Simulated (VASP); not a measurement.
A run of VASP 6.6.1 is set up as follows.

File INCAR:

```
SYSTEM = RbAl
ALGO = Normal
DIPOL = 0.5 0.5 0.500
EDIFF = 1E-7
ENCUT = 520
GGA = PE
IDIPOL = 3
ISIF = 2
ISMEAR = 0
LASPH = .TRUE.
LCHARG = .TRUE.
LDIPOL = .TRUE.
LELF = .TRUE.
LREAL = .FALSE.
LVACPOTAV = .TRUE.
LVHAR = .TRUE.
LWAVE = .FALSE.
NBANDS = 13
NELM = 100
PREC = Accurate
SIGMA = 0.1
```

The input KPOINTS:

```
k-points
0
G
  4 4 1
  0 0 0
```

POSCAR

```
RbAl
1.0
    5.2992890000      0.0000000000      0.0000000000
    0.0000000000      5.2992890000      0.0000000000
    0.0000000000      0.0000000000     14.0000000000
Rb Al
1 1
Direct
    0.0000000000      0.0000000000      0.5000000000
    0.5000000000      0.5000000000      0.5000000000
```

Potentials or basis: VASP PAW PBE potentials, release 64 (Rb_sv, Al).

The run is started by

```bash
$ cat potpaw_PBE.64/Rb_sv/POTCAR potpaw_PBE.64/Al/POTCAR > POTCAR
$ mpirun -np 1 vasp_std > vasp.out
```

(1) Estimate the band gap on the k mesh.

(2) Estimate the work function of the upper face.

(3) What does it give for the work function of the lower face?

Results:

(1) none (metal or under the smearing width).

(2) 2.69 eV.

(3) 2.69 eV.
